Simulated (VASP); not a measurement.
All values below come from RPBE GGA, VASP's PBE PAW potentials (set 64) (plane waves; VASP 6.6.1).

VASP ran on this input.

INCAR:
```
! general
SYSTEM   =  HgTe
PREC     =  Accurate
ENCUT    =  520   ! plane-wave cut-off (eV)
LREAL    =  .FALSE.
LASPH    =  .TRUE.   ! aspherical one-centre terms

! electronic loop
EDIFF    =  1E-7   ! SCF stop (eV)
NELM     =  100
ALGO     =  Normal   ! blocked Davidson
LMAXMIX  =  6   ! l cut-off of mixed one-centre charges

! smearing
ISMEAR   =  1   ! Methfessel-Paxton
SIGMA    =  0.1   ! width (eV)

! functional
GGA      =  RP

! ions
ISIF     =  2   ! forces and stress, cell fixed

! output
LWAVE    =  .FALSE.
LCHARG   =  .FALSE.
```

### POSCAR
```
HgTe
1
    0.0000000000     3.4456067513     3.4456067513
    3.4456067513     0.0000000000     3.4456067513
    3.4456067513     3.4456067513     0.0000000000
Hg Te
1 1
Direct
  0.0000000000   0.0000000000   0.0000000000
  0.2500000000   0.2500000000   0.2500000000
```

### KPOINTS
```
Automatic mesh
0
Gamma
9 9 9
0 0 0
```

POTCAR, in this order: Hg Te (PBE.64 set). Program: vasp_std.

Output

File OUTCAR:
```
 ion  position               nearest neighbor table
   1  0.000  0.000  0.000-   2 2.98   2 2.98   2 2.98   2 2.98
   2  0.250  0.250  0.250-   1 2.98   1 2.98   1 2.98   1 2.98
  LATTYP: Found a face centered cubic cell.
 ALAT       =     6.8912135026
 Subroutine PRICEL returns:
 Original cell was already a primitive cell.
 Subroutine GETGRP returns: Found 24 space group operations
The static configuration has the point symmetry T_d .
The dynamic configuration has the point symmetry T_d .
 Subroutine INISYM returns: Found 24 space group operations
 Subroutine IBZKPT returns following result:
 Found     35 irreducible k-points:

 Following reciprocal coordinates:
            Coordinates               Weight
  0.000000  0.000000  0.000000      1.000000
  0.111111  0.000000  0.000000      8.000000
  0.222222  0.000000  0.000000      8.000000
  0.333333  0.000000  0.000000      8.000000
  0.444444  0.000000  0.000000      8.000000
  0.111111  0.111111  0.000000      6.000000
  0.222222  0.111111  0.000000     24.000000
  0.333333  0.111111  0.000000     24.000000
  0.444444  0.111111  0.000000     24.000000
 -0.444444  0.111111  0.000000     24.000000
 -0.333333  0.111111  0.000000     24.000000
 -0.222222  0.111111  0.000000     24.000000
 -0.111111  0.111111  0.000000     12.000000
  0.222222  0.222222  0.000000      6.000000
  0.333333  0.222222  0.000000     24.000000
  0.444444  0.222222  0.000000     24.000000
 -0.444444  0.222222  0.000000     24.000000
 -0.333333  0.222222  0.000000     24.000000
 -0.222222  0.222222  0.000000     12.000000
  0.333333  0.333333  0.000000      6.000000
  0.444444  0.333333  0.000000     24.000000
 -0.444444  0.333333  0.000000     24.000000
 -0.333333  0.333333  0.000000     12.000000
  0.444444  0.444444  0.000000      6.000000
...
```

OSZICAR:
```
       N       E                     dE             d eps       ncg     rms          rms(c)
DAV:   1     0.105712557483E+03    0.10571E+03   -0.78089E+03   910   0.116E+03
DAV:   2     0.155297431303E+01   -0.10416E+03   -0.98922E+02   980   0.257E+02
DAV:   3    -0.307470628737E+01   -0.46277E+01   -0.46024E+01  1145   0.566E+01
DAV:   4    -0.312230868200E+01   -0.47602E-01   -0.47595E-01  1237   0.525E+00
DAV:   5    -0.312250436016E+01   -0.19568E-03   -0.19568E-03  1095   0.316E-01    0.527E+00
DAV:   6    -0.294828474078E+01    0.17422E+00   -0.42228E-01  1025   0.814E+00    0.436E+00
DAV:   7    -0.294689661168E+01    0.13881E-02   -0.84126E-02  1040   0.212E+00    0.181E+00
DAV:   8    -0.294841234212E+01   -0.15157E-02   -0.76553E-03   945   0.110E+00    0.404E-01
DAV:   9    -0.294887640576E+01   -0.46406E-03   -0.99779E-04  1095   0.336E-01    0.833E-02
DAV:  10    -0.294897701421E+01   -0.10061E-03   -0.12423E-04   925   0.103E-01    0.466E-02
DAV:  11    -0.294902457777E+01   -0.47564E-04   -0.70423E-05   970   0.646E-02    0.186E-02
DAV:  12    -0.294902637044E+01   -0.17927E-05   -0.63076E-06  1080   0.190E-02    0.133E-02
DAV:  13    -0.294902668945E+01   -0.31901E-06   -0.14809E-06   955   0.914E-03    0.419E-03
DAV:  14    -0.294902692275E+01   -0.23330E-06   -0.29327E-07  1030   0.472E-03    0.388E-03
DAV:  15    -0.294902698897E+01   -0.66226E-07   -0.30652E-08   675   0.176E-03
   1 F= -.29490270E+01 E0= -.29491146E+01  d E =0.262789E-03
```

OUTCAR:
```
------------------------ aborting loop because EDIFF is reached ----------------------------------------
  FORCE on cell =-STRESS in cart. coord.  units (eV):
  Direction    XX          YY          ZZ          XY          YZ          ZX
  --------------------------------------------------------------------------------------
  Total       -0.7272036     -0.7272036     -0.7272036      0.0000000      0.0000000      0.0000000
  in kB      -14.2409676    -14.2409676    -14.2409676      0.0000000      0.0000000      0.0000000
  external PRESSURE =     -14.2409676 kB  Pullay stress =       0.0000000 kB
  volume of cell :       81.81
      direct lattice vectors                 reciprocal lattice vectors
     0.000000000  3.445606751  3.445606751    -0.145112323  0.145112323  0.145112323
     3.445606751  0.000000000  3.445606751     0.145112323 -0.145112323  0.145112323
     3.445606751  3.445606751  0.000000000     0.145112323  0.145112323 -0.145112323
 POSITION                                       TOTAL-FORCE (eV/Angst)
 -----------------------------------------------------------------------------------
      0.00000      0.00000      0.00000        -0.000000     -0.000000     -0.000000
      1.72280      1.72280      1.72280         0.000000      0.000000      0.000000
 -----------------------------------------------------------------------------------
    total drift:                               -0.000000     -0.000000     -0.000000
  FREE ENERGIE OF THE ION-ELECTRON SYSTEM (eV)
  ---------------------------------------------------
  free  energy   TOTEN  =        -2.9490269890 eV

  energy  without entropy=       -2.9492897784  energy(sigma->0) =       -2.94911459
```
(Selected blocks of OUTCAR.)

The compound is HgTe in the zinc blende structure. This cell is one point of a volume scan, at 1.06 of the reference volume.
